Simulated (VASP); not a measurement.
Given:

```
BaO
1.0
    0.00000     2.80937     2.80937
    2.80937     0.00000     2.80937
    2.80937     2.80937     0.00000
Ba O
1 1
Direct
  0.00000   0.00000   0.00000
  0.50000   0.50000   0.50000
```

All values below come from optB86b-vdW, VASP's PBE PAW potentials (set 64) (plane waves; VASP). Run with 520 eV cut-off, 8×8×8 Γ-centred mesh, Gaussian smearing of 0.050 eV, potentials Ba_sv O.

Unless said otherwise, spin-orbit coupling is left out, though it shifts the bands of the heavy elements here.

Question: What does the run give for the energy per atom (σ→0), pressure, band gap (on the k-mesh) with the smallest direct gap where there is one?

Answer: 
The band gap (on the k-mesh) is 2.10 eV and the smallest direct gap (on the k-mesh) comes out as 2.10 eV. The energy per atom (σ→0) is -4.194 eV/atom and the pressure comes out as -2.07 GPa.

Only differences to runs with the same potentials and settings are physical.

The compound is BaO in the rock salt structure. This cell is one point of a volume scan, at 1.03 of the reference volume.
